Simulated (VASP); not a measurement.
Method: PBEsol GGA, VASP's PBE PAW potentials (set 64) (plane waves; VASP).

Input for VASP

File POSCAR:
```
Ga3InN4
1
    0.0000000000     2.3061606422     2.3061606422
    2.3061606422     0.0000000000     2.3061606422
    9.2705067020     9.2705067020    -0.0458641334
In N Ga
1 4 3
Direct
  0.0019625885   0.0019625885   0.9985280586
  0.2248941892   0.2248941892   0.0813293581
  0.2424885649   0.2424885649   0.3181335763
  0.2565818247   0.2565818247   0.5575636315
  0.2710798656   0.2710798656   0.7966901008
  0.9868629251   0.9868629251   0.2598528062
  0.0011607346   0.0011607346   0.4991294491
  0.0149693074   0.0149693074   0.7387730194
```

### INCAR
```
ALGO=Normal   ! blocked Davidson
ISMEAR=0   ! Gaussian
SIGMA=0.05   ! width (eV)
NELM=100
LCHARG=.FALSE.
LMAXMIX=4   ! l cut-off of mixed one-centre charges
SYSTEM=Ga3InN4
LWAVE=.FALSE.
LREAL=.FALSE.   ! projection in real space or not
ICHARG=11   ! fixed density
LASPH=.TRUE.
GGA=PS   ! PBEsol
ENCUT=520   ! plane-wave cut-off (eV)
EDIFF=1E-7
PREC=Accurate
LORBIT=11   ! lm-projected
```

**KPOINTS**
```
k-points along high-symmetry lines
12
Line-mode
Reciprocal
  0.000000   0.000000   0.000000 ! GAMMA
  0.000000   0.000000  -0.500000 ! T

  0.000000   0.000000  -0.500000 ! T
 -0.328125   0.328125  -0.500000 ! H_2

 -0.343750   0.328125  -0.187500 ! H_0
  0.000000   0.500000   0.500000 ! L

  0.000000   0.500000   0.500000 ! L
  0.000000   0.000000   0.000000 ! GAMMA

  0.000000   0.000000   0.000000 ! GAMMA
 -0.335938   0.335938   0.000000 ! S_0

 -0.335938   0.328125  -0.343750 ! S_2
 -0.500000   0.000000  -1.000000 ! F

 -0.500000   0.000000  -1.000000 ! F
  0.000000   0.000000   0.000000 ! GAMMA
```

POTCAR, in this order: In_d N Ga_d (PBE.64 set). Program: vasp_std. Read from the step before: CHGCAR.

The resulting files:

OSZICAR:
```
       N       E                     dE             d eps       ncg     rms          rms(c)
DAV:   1     0.783814993776E+03    0.78381E+03   -0.33764E+04  7747   0.294E+03
DAV:   2     0.110263538527E+03   -0.67355E+03   -0.65488E+03  7368   0.700E+02
DAV:   3    -0.332240098515E+02   -0.14349E+03   -0.13816E+03  8434   0.234E+02
DAV:   4    -0.451984142121E+02   -0.11974E+02   -0.11850E+02  9068   0.664E+01
DAV:   5    -0.456061676481E+02   -0.40775E+00   -0.40652E+00 10616   0.132E+01
DAV:   6    -0.456197281967E+02   -0.13561E-01   -0.13550E-01  9731   0.205E+00
DAV:   7    -0.456201404163E+02   -0.41222E-03   -0.41204E-03 11744   0.355E-01
DAV:   8    -0.456201517371E+02   -0.11321E-04   -0.11318E-04  9723   0.481E-02
DAV:   9    -0.456201521082E+02   -0.37105E-06   -0.37102E-06  9173   0.774E-03
DAV:  10    -0.456201521197E+02   -0.11511E-07   -0.11496E-07  5987   0.167E-03
   1 F= -.45620152E+02 E0= -.45620152E+02  d E =-.729333E-14
```

File OUTCAR:
```
 val. band max:        5.9351477152   @ k =   0.0000   0.0000   0.0000

 cond. band min:       6.4941797059   @ k =   0.0000   0.0000   0.0000



 k-point     1 :       0.0000    0.0000    0.0000
  band No.  band energies     occupation
      1     -10.0195      2.00000
      2      -9.6054      2.00000
      3      -9.4519      2.00000
      4      -9.2528      2.00000
      5      -7.9199      2.00000
      6      -7.9199      2.00000
      7      -7.8405      2.00000
      8      -7.8197      2.00000
      9      -7.8197      2.00000
     10      -7.6930      2.00000
     11      -7.6930      2.00000
     12      -7.6674      2.00000
     13      -7.6674      2.00000
     14      -7.6119      2.00000
     15      -7.6119      2.00000
     16      -7.5453      2.00000
     17      -7.5453      2.00000
     18      -7.4277      2.00000
     19      -7.4219      2.00000
     20      -7.4218      2.00000
     21      -7.3384      2.00000
     22      -7.1357      2.00000
     23      -7.1357      2.00000
     24      -6.0931      2.00000
     25      -1.2585      2.00000
     26       1.6583      2.00000
     27       1.8508      2.00000
     28       4.5068      2.00000
     29       4.5069      2.00000
     30       4.9057      2.00000
     31       4.9057      2.00000
     32       5.1949      2.00000
     33       5.1949      2.00000
     34       5.5322      2.00000
     35       5.9351      2.00000
     36       5.9351      2.00000
     37       6.4942      0.00000
     38       8.8950      0.00000
     39       9.1638      0.00000
     40       9.7273      0.00000
     41      12.7448      0.00000
     42      14.1832      0.00000
     43      14.5572      0.00000

 k-point     2 :       0.0000    0.0000   -0.0455
  band No.  band energies     occupation
      1     -10.0187      2.00000
      2      -9.6080      2.00000
      3      -9.4504      2.00000
      4      -9.2527      2.00000
      5      -7.9199      2.00000
      6      -7.9199      2.00000
...
```

The density is held fixed in this step, so its total energy and stress have no physical meaning. Unless said otherwise, spin-orbit coupling is left out, though it shifts the bands of the heavy elements here.

The structure was generated: Ga3InN4 was put into an ordered model structure (R3m), which need not be its known phase. It was relaxed first.
